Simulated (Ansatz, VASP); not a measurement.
# InAs: VASP beside Ansatz

One calculation is typed for both programs; each brings its own data sets. How far apart do they land? The cell is taken from a series of runs on this material, whose earlier steps may have relaxed, scaled, displaced or heated it; both programs get it as it stands.

Calculated with Ansatz 0.2.0; plane waves, with VASP 6.6.1 beside it; single point at HSE06.

**1. The starting structure**

The structure is cubic, space group F-43m (No. 216). The conventional cell has a = 6.036 Å, b = 6.036 Å, c = 6.036 Å, α = 90.00°, β = 90.00°, γ = 90.00°. Nearest to In lie 4 As at 2.61 Å. Nearest to As lie 4 In at 2.61 Å. Farther neighbours are not listed.

Coordinates:

```cif
data_structure
_symmetry_space_group_name_H-M 'P 1'
_symmetry_Int_Tables_number 1
_cell_length_a 4.2681
_cell_length_b 4.2681
_cell_length_c 4.2681
_cell_angle_alpha 60.000
_cell_angle_beta 60.000
_cell_angle_gamma 60.000
_cell_volume 54.98
loop_
_atom_site_label
_atom_site_type_symbol
_atom_site_fract_x
_atom_site_fract_y
_atom_site_fract_z
_atom_site_occupancy
In1 In 0.00000 0.00000 0.00000 1
As2 As 0.75000 0.75000 0.75000 1
```

**2. VASP: single point, HSE06**

A single point gives forces, pressure and levels at one fixed geometry, so differences don't come from the geometry; what else differs is listed under the comparison.

Lines of VASP's logs that name or quote its potential files are left out, and so is its time.

The run reads the wave functions of an earlier VASP run, which isn't shown here.

INCAR

```
SYSTEM = InAs
PREC = Accurate
ENCUT = 400
EDIFF = 1E-06
NELM = 100
ISMEAR = -1
SIGMA = 0.02
LREAL = .FALSE.
ALGO = Normal
LHFCALC = .TRUE.
AEXX = 0.25
GGA = PE
HFSCREEN = 0.208
LASPH = .TRUE.
NBANDS = 15
PRECFOCK = Fast
LORBIT = 11
LWAVE = .FALSE.
LCHARG = .FALSE.
KPAR = 8
ISIF = 2
```

POSCAR

```
InAs
1.0
    0.0000000000      3.0180000000      3.0180000000
    3.0180000000      0.0000000000      3.0180000000
    3.0180000000      3.0180000000      0.0000000000
In As
1 1
Direct
    0.0000000000      0.0000000000      0.0000000000
    0.7500000000      0.7500000000      0.7500000000
```

KPOINTS

```
Automatic mesh
0
Gamma
6 6 6
0 0 0
```

The projector-augmented-wave data sets are In_d and As (PBE family, release 64).

On the command line:

```
$ mpirun -np 8 vasp_std
```

Numbers of over 12 decimals in the logs are rounded to 6 here.

What it wrote:

```text
[banner, memory and clock lines left out]
running    8 mpi-ranks, on    1 nodes
 distrk:  each k-point on    1 cores,    8 groups
 distr:  one band on    1 cores,    1 groups

 POSCAR found type information on POSCAR InAs
 POSCAR found :  2 types and       2 ions
|                                                                             |
|           W    W    AA    RRRRR   N    N  II  N    N   GGGG   !!!           |
|           W    W   A  A   R    R  NN   N  II  NN   N  G    G  !!!           |
|           W    W  A    A  R    R  N N  N  II  N N  N  G       !!!           |
|           W WW W  AAAAAA  RRRRR   N  N N  II  N  N N  G  GGG   !            |
|           WW  WW  A    A  R   R   N   NN  II  N   NN  G    G                |
|           W    W  A    A  R    R  N    N  II  N    N   GGGG   !!!           |
|                                                                             |
|     For optimal performance we recommend to set                             |
|       NCORE = 2 up to number-of-cores-per-socket                            |
|     NCORE specifies how many cores store one orbital (NPAR=cpu/NCORE).      |
|     This setting can greatly improve the performance of VASP for DFT.       |
|     The default, NCORE=1 might be grossly inefficient on modern             |
|     multi-core architectures or massively parallel machines. Do your        |
|     Unfortunately you need to use the default for GW and RPA                |
|     calculations (for HF NCORE is supported but not extensively tested      |
|     yet).                                                                   |
|                                                                             |

 LDA part: xc-table for (Slater+PW92), standard interpolation
 found WAVECAR, reading the header
 POSCAR, INCAR and KPOINTS ok, starting setup
 FFT: planning ... GRIDC
 FFT: planning ... GRID_SOFT
 FFT: planning ... GRID
 reading WAVECAR
 the WAVECAR file was read successfully
 initial charge from wavefunction
 entering main loop
       N       E                     dE             d eps       ncg     rms          rms(c)
DAV:   1    -0.919682100428E+01   -0.91968E+01   -0.52803E-01   571   0.875E+00    0.365E+00
DAV:   2    -0.920544291278E+01   -0.86219E-02   -0.39225E-02   674   0.151E+00    0.381E+00
DAV:   3    -0.920458747088E+01    0.85544E-03   -0.11999E-03   657   0.476E-01    0.249E+00
DAV:   4    -0.920422276156E+01    0.36471E-03   -0.23640E-04   715   0.186E-01    0.157E+00
DAV:   5    -0.920411556538E+01    0.10720E-03   -0.66305E-05   621   0.869E-02    0.955E-01
DAV:   6    -0.920408238779E+01    0.33178E-04   -0.16711E-05   592   0.447E-02    0.578E-01
DAV:   7    -0.920407187366E+01    0.10514E-04   -0.39481E-06   536   0.226E-02    0.348E-01
DAV:   8    -0.920406890419E+01    0.29695E-05   -0.14859E-06   522   0.120E-02    0.209E-01
DAV:   9    -0.920406837990E+01    0.52429E-06   -0.52167E-07   310   0.660E-03
   1 F= -.92040684E+01 E0= -.92040684E+01  d E =-.619196E-08
```

Parts of OUTCAR (step 2):

```text
ion  position               nearest neighbor table
   1  0.000  0.000  0.000-   2 2.61   2 2.61   2 2.61   2 2.61
   2  0.750  0.750  0.750-   1 2.61   1 2.61   1 2.61   1 2.61

  LATTYP: Found a face centered cubic cell.
 ALAT       =     6.0360000000

 Subroutine GETGRP returns: Found 24 space group operations
 (whereof 24 operations were pure point group operations)

The static configuration has the point symmetry T_d .

 Found     16 irreducible k-points:

   k-points           NKPTS =     16   k-points in BZ     NKDIM =    216   number of bands    NBANDS=     15

   dimension x,y,z NGX =    28 NGY =   28 NGZ =   28
   dimension x,y,z NGXF=    56 NGYF=   56 NGZF=   56

   ENCUT  =  400.0 eV  29.40 Ry    5.42 a.u.   6.96  6.96  6.96*2*pi/ulx,y,z

   NELECT =      18.0000    total number of electrons

 k-points in reciprocal lattice and weights: Automatic mesh
   0.00000000  0.00000000  0.00000000       0.005
   0.16666667  0.00000000  0.00000000       0.037
   0.33333333  0.00000000  0.00000000       0.037
   0.50000000  0.00000000  0.00000000       0.019
   0.16666667  0.16666667  0.00000000       0.028
   0.33333333  0.16666667  0.00000000       0.111
   0.50000000  0.16666667  0.00000000       0.111
  -0.33333333  0.16666667  0.00000000       0.111
  -0.16666667  0.16666667  0.00000000       0.056
[...]
-0.33333333  0.33333333  0.16666667       0.111
  -0.33333333  0.50000000  0.16666667       0.056

  exchange ACFDT corr.  =         0.00000000  see jH, gK, PRB 81, 115126

 average (electrostatic) potential at core
       1 -90.3573       2 -45.8250

 E-fermi :   4.4496

 k-point     1 :       0.0000    0.0000    0.0000
  band No.  band energies     occupation
    ...
      5     -11.8470      2.00000
      6      -8.9186      2.00000
      7       4.1532      2.00000
      8       4.1532      2.00000
      9       4.1532      2.00000
     10       4.7241      0.00000
     11       8.8298      0.00000
     12       8.8298      0.00000
     13       8.8298      0.00000
     14      12.6339      0.00000
    ...

 k-point     2 :       0.1667    0.0000    0.0000
  band No.  band energies     occupation
    ...
      5     -11.8470      2.00000
      6      -8.6089      2.00000
      7       1.6044      2.00000
      8       3.8165      2.00000
      9       3.8165      2.00000
     10       6.1111      0.00000
     11       9.2605      0.00000
     12       9.3080      0.00000
     13       9.3080      0.00000
     14      13.6189      0.00000
    ...

 k-point     3 :       0.3333    0.0000    0.0000
  band No.  band energies     occupation
    ...
      5     -11.8436      2.00000
      6      -7.8316      2.00000
      7      -0.9552      2.00000
      8       3.2918      2.00000
      9       3.2918      2.00000
     10       5.9888      0.00000
     11       9.6758      0.00000
     12       9.6758      0.00000
     13      11.2335      0.00000
     14      13.2140      0.00000
    ...

  Total        0.6899502      0.6899502      0.6899502      0.0000000      0.0000000     -0.0000000
  in kB       20.1066928     20.1066928     20.1066928      0.0000000      0.0000000     -0.0000000
  external PRESSURE =      20.1066928 kB  Pullay stress =       0.0000000 kB

  energy-cutoff  :      400.00
  volume of cell :       54.98
      direct lattice vectors                 reciprocal lattice vectors
     0.000000000  3.018000000  3.018000000    -0.165672631  0.165672631  0.165672631
     3.018000000  0.000000000  3.018000000     0.165672631 -0.165672631  0.165672631
     3.018000000  3.018000000  0.000000000     0.165672631  0.165672631 -0.165672631

 POSITION                                       TOTAL-FORCE (eV/Angst)
 -----------------------------------------------------------------------------------
      0.00000      0.00000      0.00000         0.000000      0.000000      0.000000
      4.52700      4.52700      4.52700        -0.000000     -0.000000     -0.000000
 -----------------------------------------------------------------------------------
    total drift:                               -0.000024     -0.000022     -0.000014

  FREE ENERGIE OF THE ION-ELECTRON SYSTEM (eV)
  ---------------------------------------------------
  free  energy   TOTEN  =        -9.2040683799 eV

  energy  without entropy=       -9.2040683737  energy(sigma->0) =       -9.20406838

 total charge
# of ion       s       p       d       tot
------------------------------------------
    1        0.857   0.756   9.906  11.518
    2        1.225   1.626   0.023   2.873
--------------------------------------------------
tot          2.082   2.381   9.928  14.392

[... 3 further parts left out ...]
```

The run ends at a pressure of 2.01 GPa.

(Continued in part 2 of 2.)

[Lines on the potential files, build, host, timing and source positions are cut from VASP's logs without a mark.]

[Logs are printed without paths, hosts, clocks, repeated set-up lines and the standing remarks that a program may print on its own settings, such as how far it seeks lower states.]

[Hosts, paths, dates, database ids (printed as entryN), source tags and the programs' standing remarks are cut or masked in the printed files.]
